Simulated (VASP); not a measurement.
```
CELL_PARAMETERS angstrom
      0.00000     3.02427     3.02427
      3.02427     0.00000     3.02427
      3.02427     3.02427     0.00000
ATOMIC_POSITIONS crystal
  La 0.00000 0.00000 0.00000
  B  0.25000 0.25000 0.25000
```

The numbers are results of PBE GGA, VASP's PBE PAW potentials (set 64) (plane waves; VASP 6.6.1), not measurements. Run with 520 eV cut-off, 9×9×9 Γ-centred mesh, first-order Methfessel-Paxton smearing of 0.10 eV, potentials La B.

Q: Estimate the energy per atom (σ→0), band gap (on the k-mesh) with the smallest direct gap where there is one.

A: 
```yaml
band gap (on the k-mesh): none (metal, semimetal or under 0.01 eV)
energy per atom (σ→0): -4.928 eV/atom
```

The absolute energy has meaning only against runs of the same code, potentials and settings.

The structure was generated: LaB was put into the zinc blende type (F-43m), which need not be its known phase. It was relaxed first, which changed the volume by -27 %. The start is the result of an earlier pass.
